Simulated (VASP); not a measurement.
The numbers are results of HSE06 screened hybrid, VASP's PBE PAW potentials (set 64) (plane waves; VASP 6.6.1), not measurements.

A VASP calculation is set up with these files.

POSCAR:
```
SrTe
1.0
  0.0000000000   3.3284936680   3.3284936680
  3.3284936680   0.0000000000   3.3284936680
  3.3284936680   3.3284936680   0.0000000000
Sr Te
1 1
Direct
  0.0000000000   0.0000000000   0.0000000000
  0.5000000000   0.5000000000   0.5000000000
```

INCAR:
```
ISMEAR = 0
SIGMA = 0.05   # width (eV)
LWAVE = .FALSE.
HFSCREEN = 0.2
LHFCALC = .TRUE.
ENCUT = 520
PREC = Accurate
LREAL = .FALSE.
ALGO = Normal   # blocked Davidson
EDIFF = 1E-6   # SCF stop (eV)
SYSTEM = SrTe
ISIF = 2   # forces and stress, cell fixed
ISYM = 3
NELM = 60
AEXX = 0.25
LASPH = .TRUE.   # aspherical one-centre terms
PRECFOCK = Fast
LCHARG = .FALSE.
LMAXMIX = 4
GGA = PE   # PBE
```

KPOINTS:
```
K-points
0
gamma
6 6 6
0 0 0
```

POTCAR, in this order: Sr_sv Te (PBE.64 set). Program: vasp_std. Read from the step before: WAVECAR.

Unless said otherwise, spin-orbit coupling is left out, though it shifts the bands of the heavy elements here.

### Question
Estimate the energy per atom (σ→0), band gap (on the k-mesh).

### Answer

```yaml
energy per atom (σ→0): -4.742 eV/atom
band gap (on the k-mesh): 2.45 eV
```

**OSZICAR**
```
...
DAV:   3    -0.948433337742E+01    0.93825E-03   -0.15494E-03   488   0.323E-01    0.379E+00
DAV:   4    -0.948397471642E+01    0.35866E-03   -0.49178E-04   456   0.158E-01    0.227E+00
DAV:   5    -0.948388407989E+01    0.90637E-04   -0.20084E-04   568   0.880E-02    0.136E+00
DAV:   6    -0.948386222493E+01    0.21855E-04   -0.44494E-05   528   0.436E-02    0.808E-01
DAV:   7    -0.948385676421E+01    0.54607E-05   -0.11632E-05   576   0.238E-02    0.481E-01
DAV:   8    -0.948385532780E+01    0.14364E-05   -0.25848E-06   472   0.117E-02    0.282E-01
DAV:   9    -0.948385560266E+01   -0.27486E-06   -0.75233E-07   328   0.698E-03
   1 F= -.94838556E+01 E0= -.94838556E+01  d E =-.186766E-13
```

The compound is SrTe in the rock salt structure. This cell is one point of a volume scan, at 0.97 of the reference volume. The cell's shape comes from a PBE relaxation.
